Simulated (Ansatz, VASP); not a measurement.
# Cross-check of In2S between VASP and Ansatz, part 2 of 2

Wanted: the spread between two codes on one cell, functional and k mesh. The cell is generated by rule, not measured, and may not be a known phase. Of the first pair: The two relaxations start from unlike cells of this crystal (the structure described is Ansatz's start), so only their ends are compared.

VASP 6.6.1 and Ansatz 0.2.0.

So far: The structure; VASP: relaxation of cell and atoms, PBEsol; Ansatz: relaxation of cell and atoms, PBEsol; Comparison.

The structure was built from a prototype and need not be the compound's stable phase.

## 5. Ansatz: zone-centre phonons, PBEsol

Level of this step: Ansatz beside VASP: Kohn-Sham DFT, plane waves, PBEsol (Ansatz).

Second derivatives magnify differences that forces hide, and they need a tight electronic threshold. This pair takes another cell of the material, with 3 atoms against 6 for the pair before.

The cell is taken from a series of runs on this material, whose earlier steps may have relaxed, scaled, displaced or heated it; both programs get it as it stands.

Input file input.yaml:

```yaml
crystal:
  lattice:
    - [0.0, 3.4890740757, 3.4890740757]
    - [3.4890740757, 0.0, 3.4890740757]
    - [3.4890740757, 3.4890740757, 0.0]
  atoms:
    - { symbol: S, position: [0.0, 0.0, 0.0] }
    - { symbol: In, position: [0.25, 0.25, 0.25] }
    - { symbol: In, position: [0.75, 0.75, 0.75] }
kpoints:
  mp_grid: { grid: [10, 10, 10] }
hamiltonian:
  xc: pbesol
scf:
  occupations: { method: methfessel_paxton, width: 0.15 }
output:
  eigenvalues: true
phonons:
  method: dfpt
```

On the command line:

```console
> ansatz run input.yaml --threads 4 --pin off --max-ram 7168MiB --backend cpu --events-out ev --progress --plain --runs-dir out
```

Numbers of over 12 decimals in the logs are rounded to 6 here.

What it wrote:

```text
zone centre: on kpoints.mp_grid the ground state, and the responses unless they are solved on pairs of k-points, stand on 102 of the mesh's 1000 k-points, reduced under 8 symmetry operations, with k and −k counted as one. Each operation leaves every solved displacement unchanged or reverses it
[...]
Crystal: 3 atoms, lattice volume = 84.949 Å³
[...]
k mesh reduced under 8 symmetry operations, with k and −k counted as one. Each operation leaves every solved displacement unchanged or reverses it
  ASR residual: 4.192e-5 → 0.000e0 eV/Å²; symmetrization residual: 3.701e-6 eV/Å²
  ASR residual per site (eV/Å²): 9.26e-6 4.19e-5 4.19e-5
  Γ frequencies (cm⁻¹): 0.00 0.00 0.00 80.55 80.55 80.55 119.76 119.76 119.76
  non-analytic LO–TO correction: not included (Born effective charges unavailable; polar crystals: no LO–TO splitting at Γ)
[key lines of the parts left out:]
SCF converged after 10 iterations
Free energy (F): -11935.730375 eV
Fermi energy:    7.432970 eV
```

## 6. VASP: zone-centre phonons, PBEsol

The same cell, functional, mesh and smearing now go to VASP, with its own data sets.

Input file INCAR:

```
SYSTEM = In2S
PREC = Accurate
ENCUT = 500
EDIFF = 1E-08
NELM = 120
ISMEAR = 1
SIGMA = 0.15
LREAL = .FALSE.
ALGO = Normal
GGA = PS
NBANDS = 22
LORBIT = 11
LWAVE = .FALSE.
LCHARG = .FALSE.
ISIF = 2
IBRION = 8
LASPH = .TRUE.
GGA_COMPAT = .FALSE.
KPAR = 2
```

Input file POSCAR:

```
In2S
1.0
    0.0000000000      3.4890740757      3.4890740757
    3.4890740757      0.0000000000      3.4890740757
    3.4890740757      3.4890740757      0.0000000000
S In
1 2
Direct
    0.0000000000      0.0000000000      0.0000000000
    0.2500000000      0.2500000000      0.2500000000
    0.7500000000      0.7500000000      0.7500000000
```

Input file KPOINTS:

```
Automatic mesh
0
Gamma
10 10 10
0 0 0
```

The projector-augmented-wave data sets are S and In_d (PBE family, release 64).

On the command line:

```console
> mpirun -np 2 vasp_std
```

What it wrote:

```text
[banner, memory and clock lines left out]
running    2 mpi-ranks, on    1 nodes
[...]
[... a notice as in an earlier step ...]

 LDA part: xc-table for (Slater+PW92), standard interpolation
 POSCAR, INCAR and KPOINTS ok, starting setup
[...]
entering main loop
       N       E                     dE             d eps       ncg     rms          rms(c)
DAV:   1     0.255668684611E+03    0.25567E+03   -0.14808E+04  2074   0.169E+03
DAV:   2     0.148296771506E+02   -0.24084E+03   -0.23314E+03  2104   0.394E+02
DAV:   3    -0.961902084188E+01   -0.24449E+02   -0.22870E+02  2658   0.134E+02
DAV:   4    -0.107515911477E+02   -0.11326E+01   -0.11251E+01  2350   0.295E+01
[...]
DAV:  16    -0.103613485523E+02    0.26330E-07   -0.87347E-09  1812   0.665E-04    0.772E-04
DAV:  17    -0.103613485377E+02    0.14637E-07   -0.15706E-09  1322   0.408E-04    0.227E-04
DAV:  18    -0.103613485310E+02    0.66098E-08   -0.13754E-09  1202   0.222E-04
   1 F= -.10361349E+02 E0= -.10361140E+02  d E =-.626628E-03
[...]
RMM:   9    -0.108749402385E+00    0.10687E-05    0.53706E-07  8489   0.307E-04    0.250E-04
RMM:  10    -0.108749570211E+00   -0.16783E-06   -0.22270E-07  8504   0.143E-04    0.524E-05
RMM:  11    -0.108749577416E+00   -0.72053E-08    0.23414E-08  8992   0.734E-05    0.492E-05
 first order change of Fermi-energy   0.12241E-02
 force on displaced ion       1 direction 1 :  -1.501   0.000   0.000
 Linear response progress:
  Degree of freedom:   2/  2
       N       E                     dE             d eps       ncg     rms          rms(c)
RMM:   1    -0.236411923560E+00   -0.23641E+00   -0.17242E-01 10356   0.404E+00
RMM:   2    -0.238645242296E+00   -0.22333E-02   -0.10556E-02 12196   0.867E-01    0.620E-02
RMM:   3    -0.238620449770E+00    0.24793E-04   -0.12694E-03 13823   0.264E-01    0.258E-02
RMM:   4    -0.238495723860E+00    0.12473E-03   -0.89973E-05 13793   0.802E-02    0.162E-02
[...]
RMM:  11    -0.238467258311E+00    0.13501E-06    0.64377E-09 14733   0.210E-04    0.173E-05
RMM:  12    -0.238467237993E+00    0.20318E-07    0.54017E-08 15346   0.131E-04    0.646E-06
RMM:  13    -0.238467237696E+00    0.29730E-09    0.16318E-08 14527   0.873E-05    0.451E-06
 first order change of Fermi-energy  -0.69903E-04
 force on displaced ion       2 direction 1 :  -1.790   0.000   0.000
 Linear response finished
```

From OUTCAR (step 6):

```text
  Total       -0.0004417     -0.0004417     -0.0004417      0.0000000     -0.0000000      0.0000000
  in kB       -0.0083308     -0.0083308     -0.0083308      0.0000000     -0.0000000      0.0000000
  external PRESSURE =      -0.0083308 kB  Pullay stress =       0.0000000 kB

 POSITION                                       TOTAL-FORCE (eV/Angst)
 -----------------------------------------------------------------------------------
      0.00000      0.00000      0.00000        -0.000000      0.000000     -0.000000
      1.74454      1.74454      1.74454         0.000000      0.000000      0.000000
      5.23361      5.23361      5.23361        -0.000000     -0.000000     -0.000000
 -----------------------------------------------------------------------------------
    total drift:                                0.000000      0.000000      0.000000

[... 2 further parts left out ...]
```

## 7. Side by side

Compared:

```tsv
quantity	Ansatz	VASP	difference
optical mode 1 to 3 (cm⁻¹)	80.5	81.5	-1.19 %
optical mode 4 to 6 (cm⁻¹)	119.8	120.7	-0.77 %
```

Modes are paired by rising frequency, not by their patterns, so a pair may set unlike modes beside each other; they are those without the splitting of longitudinal modes.

## 8. Results

```
difference in volume (relaxation of cell and atoms, PBEsol)                                                          : 0.046 %
r.m.s. difference of the optical zone-centre modes, each program's sorted by frequency (zone-centre phonons, PBEsol) : 0.95 cm⁻¹
difference in optical mode 1 to 3 (zone-centre phonons, PBEsol)                                                      : -1.2 %
```

What this shows: The difference in volume is 0.046 % (relaxation of cell and atoms, PBEsol), within the 1.2 % picked in this series as the mark of a large difference, as far as the stopping tolerances let one tell. Among the rows given in per cent, the largest difference of the zone-centre phonons, PBEsol pair is in optical mode 1 to 3, -1.2 %. How closely two codes agree says nothing of how well the functional describes the real material.

[Lines on the potential files, build, host, timing and source positions are cut from VASP's logs without a mark.]

[Logs are printed without paths, hosts, clocks, repeated set-up lines and the standing remarks that a program may print on its own settings, such as how far it seeks lower states.]

[Hosts, paths, dates, database ids (printed as entryN), source tags and the programs' standing remarks are cut or masked in the printed files.]
